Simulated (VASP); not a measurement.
The input files of a VASP run:

### INCAR
```
SYSTEM = CrO2
PREC = Accurate
ENCUT = 530
EDIFF = 1E-6
NELM = 100
ALGO = Normal
LREAL = .FALSE.
LASPH = .TRUE.
ISMEAR = 1
SIGMA = 0.1
GGA = PE
LMAXMIX = 4
ISPIN = 2
MAGMOM = 2.5 2.5 0.0 0.0 0.0 0.0
LORBIT = 10
LWAVE = .FALSE.
LCHARG = .FALSE.
IBRION = 2
ISIF = 3
NSW = 60
EDIFFG = -0.02
```

File KPOINTS:
```
Automatic mesh
0
Gamma
6 6 9
0 0 0
```

### POSCAR
```
CrO2
1
    4.4471878917     0.0000000000     0.0000000000
    0.0000000000     4.4471878917     0.0000000000
    0.0000000000     0.0000000000     2.9256424978
Cr O
2 4
Direct
  1.0000000000   0.0000000000   0.0000000000
  0.5000000000   0.5000000000   0.5000000000
  0.3036594450   0.3036594450   0.0000000000
  0.8036594450   0.1963405550   0.5000000000
  0.1963405550   0.8036594450   0.5000000000
  0.6963405550   0.6963405550   1.0000000000
```

POTCAR, in this order: Cr_pv O (PBE.64 set). Program: vasp_std.

Task: Translate this PBE calculation to Quantum ESPRESSO's pw.x.

Result: One equivalent input (not run):
```
&CONTROL
  calculation = 'vc-relax'
  pseudo_dir = './pseudo'
  outdir = './out'
  tprnfor = .true.
  tstress = .true.
  nstep = 60
  forc_conv_thr = 0.00078
/
&SYSTEM
  ibrav = 0
  nat = 6
  ntyp = 2
  ecutwfc = 94
  occupations = 'smearing'
  smearing = 'methfessel-paxton'
  degauss = 0.00735
  input_dft = 'pbe'
  nspin = 2
  starting_magnetization(1) = 0.25
/
&ELECTRONS
  conv_thr = 7.3e-08
  electron_maxstep = 100
/
&IONS
/
&CELL
/
ATOMIC_SPECIES
  Cr 51.996 Cr.upf
  O 15.999 O.upf
CELL_PARAMETERS angstrom
     4.4471879    0.0000000    0.0000000
     0.0000000    4.4471879    0.0000000
     0.0000000    0.0000000    2.9256425
ATOMIC_POSITIONS crystal
  Cr   1.0000000  0.0000000  0.0000000
  Cr   0.5000000  0.5000000  0.5000000
  O    0.3036594  0.3036594  0.0000000
  O    0.8036594  0.1963406  0.5000000
  O    0.1963406  0.8036594  0.5000000
  O    0.6963406  0.6963406  1.0000000
K_POINTS automatic
  6 6 9 0 0 0
```
Limits of the translation: the potentials are each code's own (VASP's PAW set, PseudoDojo norm-conserving files in pw.x), so ENCUT and ecutwfc are chosen apart and not converted; conv_thr bounds pw.x's estimated SCF error, while EDIFF bounds the energy change between steps; starting_magnetization is a fraction of the valence charge and MAGMOM a moment in μB, so they match only roughly; forc_conv_thr acts on force components and is met together with etot_conv_thr.

The compound is CrO2 in the rutile structure. It was relaxed first. The start is the result of an earlier pass.
